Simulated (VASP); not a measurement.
VASP runs on KI (rock salt) share one base input (PBE GGA, plane waves, VASP's PBE PAW potentials (set 64)) and change the settings named in each case.

**KPOINTS**
```
Automatic mesh
0
Gamma
6 6 6
0 0 0
```

**INCAR**
```
SYSTEM  =  KI
PREC  =  Accurate; ENCUT  =  400; LREAL  =  .FALSE.
LASPH  =  .TRUE.
EDIFF  =  1E-6; NELM  =  100; ALGO  =  Normal
LMAXMIX  =  4
ISMEAR  =  0; SIGMA  =  0.05
GGA  =  PE
ISIF  =  2
LWAVE  =  .FALSE.; LCHARG  =  .FALSE.
```

**POSCAR**
```
KI
1.0
  0.0000000000   3.6057000000   3.6057000000
  3.6057000000   0.0000000000   3.6057000000
  3.6057000000   3.6057000000   0.0000000000
K I
1 1
Cartesian
  0.0000000000   0.0000000000   0.0000000000
  3.6057000000   3.6057000000   3.6057000000
```

POTCAR, in this order: K_sv I (PBE.64 set). Program: vasp_std.

```
change                      E(σ→0) (eV/atom)  −TS (eV)
--------------------------  ----------------  --------
base run                             -2.7824    0.0000
ISMEAR = -1, SIGMA = 0.5             -2.7687   -0.0789
ISMEAR = -1, SIGMA = 0.01            -2.7824    0.0000
ISMEAR = 1, SIGMA = 0.3              -2.7801    0.0424
ISMEAR = 1, SIGMA = 0.5              -2.7713    0.0801
SIGMA = 0.3                          -2.7824    0.0000
ISMEAR = 1, SIGMA = 0.1              -2.7824    0.0016
ISMEAR = -5, SIGMA removed           -2.7824    0.0000
ISMEAR = -4, SIGMA removed           -2.7824    0.0000
```
 Unless said otherwise, spin-orbit coupling is left out, though it shifts the bands of the heavy elements here.

Left out are runs that ran out of time, are held back, or changed the cell or the kind of run, fixed moments of cells without a moment, rows past the twelfth, gaps on odd meshes, pressures of charged cells and columns that move by less than the noise.

The compound is KI in the rock salt structure. The cell was not relaxed at this level.
